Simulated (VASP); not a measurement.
Consider the following.

```yaml
crystal:
  lattice:
    - [0.00000, 1.95761, 1.95761]
    - [1.95761, 0.00000, 1.95761]
    - [1.95761, 1.95761, 0.00000]
  atoms:
    - { symbol: Pt, position: [0.00000, 0.00000, 0.00000] }
```

The numbers are results of PBEsol GGA, VASP's PBE PAW potentials (set 64) (plane waves; VASP), not measurements. Run with 480 eV cut-off, 14×14×14 Γ-centred mesh, first-order Methfessel-Paxton smearing of 0.10 eV, potentials Pt.

Stress in GPa, positive for a compressed cell; the cube axes lie along x, y and z, and the ions stay on their sites.

```
strain                                      σxx    σyy    σzz
----------------------------------------  -----  -----  -----
none                                       0.03   0.03   0.03
εyy = +1.0 %                              -2.34  -3.63  -2.34
εxx = -0.5 %                               1.96   1.30   1.30
εxx = +1.0 %, εyy = +1.0 %, εzz = +1.0 %  -7.98  -7.98  -7.98
```

**Question.** Fit C11 and C12 to these rows, and predict the stress for εxx = -4.0 %, εyy = -4.0 %.

**Answer.** Least squares on Δσ_i = −C11 ε_i − C12 (ε_j + ε_k) over all components shown gives C11 = 355 GPa and C12 = 226 GPa, and so σxx, σyy, σzz = 23.28, 23.28, 18.10 GPa. The run gave 32.25, 32.25, 25.03 GPa; the difference holds the non-linear terms and numerical noise.

Left out are shears, moved atoms, failed runs and, from the fit, strains over 2.5 %.

The compound is Pt in the fcc structure.
